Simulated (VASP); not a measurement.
```yaml
crystal:
  lattice:
    - [0.00000, 2.69527, 2.69527]
    - [2.69527, 0.00000, 2.69527]
    - [2.69527, 2.69527, 0.00000]
  atoms:
    - { symbol: Ca, position: [0.00000, 0.00000, 0.00000] }
    - { symbol: F, position: [0.25000, 0.25000, 0.25000] }
    - { symbol: F, position: [0.75000, 0.75000, 0.75000] }
```

Level of theory: LDA (Ceperley-Alder, Perdew-Zunger), VASP's LDA PAW potentials (set 64) (plane waves; VASP 6.6.1). Numerical set-up: 520 eV cut-off, 7×7×7 Γ-centred mesh, Gaussian smearing of 0.050 eV, potentials Ca_sv F.

Give the stress tensor in GPa (positive for a compressed cell).

```
-2.88   0.00   0.00
 0.00  -2.88   0.00
 0.00   0.00  -2.88
```
The pressure is its mean diagonal, -2.88 GPa.

The compound is CaF2 in the fluorite structure. This cell is one point of a volume scan, at 1.03 of the reference volume.
